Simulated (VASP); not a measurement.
Here is the system:

```
SrTiO3
1.0
    3.86162     0.00000     0.00000
    0.00000     3.86162     0.00000
    0.00000     0.00000     3.86162
Sr Ti O
1 1 3
Direct
  0.00000   0.00000   0.00000
  0.50000   0.50000   0.50000
  0.50000   0.00000   0.50000
  0.00000   0.50000   0.50000
  0.50000   0.50000   0.00000
```

Calculation: PBEsol GGA, VASP's PBE PAW potentials (set 64) (plane waves; VASP). Settings: 620 eV cut-off, 6×6×6 Γ-centred mesh, Gaussian smearing of 0.050 eV, potentials Sr_sv Ti_sv O.

Problem. What does the run give for the energy per atom (σ→0), pressure, band gap (on the k-mesh) with the smallest direct gap where there is one?

Solution. 
| Quantity | Value |
|---|---|
| band gap (on the k-mesh) | 1.86 eV |
| smallest direct gap (on the k-mesh) | 2.19 eV |
| energy per atom (σ→0) | -810.4 kJ/mol of atoms |
| pressure | 4.96 GPa |

The compound is SrTiO3 in the cubic perovskite structure, the ideal cubic form; the compound distorts at low or room temperature. It was relaxed first under an external pressure of 5 GPa.
